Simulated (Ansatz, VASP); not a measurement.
**One calculation of RbNa15S8 (a cell with a defect), two programs**

```
CELL_PARAMETERS angstrom
0.00000 6.49831 6.49831
6.49831 0.00000 6.49831
6.49831 6.49831 0.00000
ATOMIC_POSITIONS crystal
Rb 0.12500 0.12500 0.12500
Na 0.12307 0.12307 0.62693
Na 0.12307 0.62693 0.12307
Na 0.12307 0.62693 0.62693
Na 0.62693 0.12307 0.12307
Na 0.62693 0.12307 0.62693
Na 0.62693 0.62693 0.12307
Na 0.62500 0.62500 0.62500
Na 0.37500 0.37500 0.37500
Na 0.37826 0.37826 0.87174
Na 0.37826 0.87174 0.37826
Na 0.37826 0.87174 0.87174
Na 0.87174 0.37826 0.37826
Na 0.87174 0.37826 0.87174
Na 0.87174 0.87174 0.37826
Na 0.87500 0.87500 0.87500
S 0.99331 0.99331 0.99331
S 0.99331 0.99331 0.52006
S 0.99331 0.52006 0.99331
S 0.00027 0.49991 0.49991
S 0.52006 0.99331 0.99331
S 0.49991 0.00027 0.49991
S 0.49991 0.49991 0.00027
S 0.49991 0.49991 0.49991
```

Alike in both runs: functional PBE; k mesh 3 × 3 × 3; occupations fermi-dirac, width 0.01 eV; no spin polarisation.

Ansatz relaxed the structure, and its values are those at the end. VASP's run is a single point on that final structure, the one shown.

```csv
,VASP,Ansatz
version,VASP 6.6.1,Ansatz 0.2.0
potentials or method,"VASP PAW PBE potentials, release 64 (Rb_sv, Na_pv, S)","plane-wave PAW, scalar-relativistic"
plane-wave cutoff (eV),520,420
valence electrons in the cell,162,192
```

Ansatz gave:

| Quantity | Value |
| --- | --- |
| gap on the k mesh at the Fermi level (eV) | 2.46 |
| pressure (GPa) | 2.5 |
| rms of the force components (eV/Å) | 0.007 |

Estimate VASP's values.

gap on the k mesh at the Fermi level (eV): 2.46; pressure (GPa): 2.6; rms of the force components (eV/Å): 0.007.

The functional is the same, so the differences come from potentials, cutoffs and numerics. The two sets of potentials don't hold the same shells in valence. Ansatz warned: «gradients_without_spin_orbit».
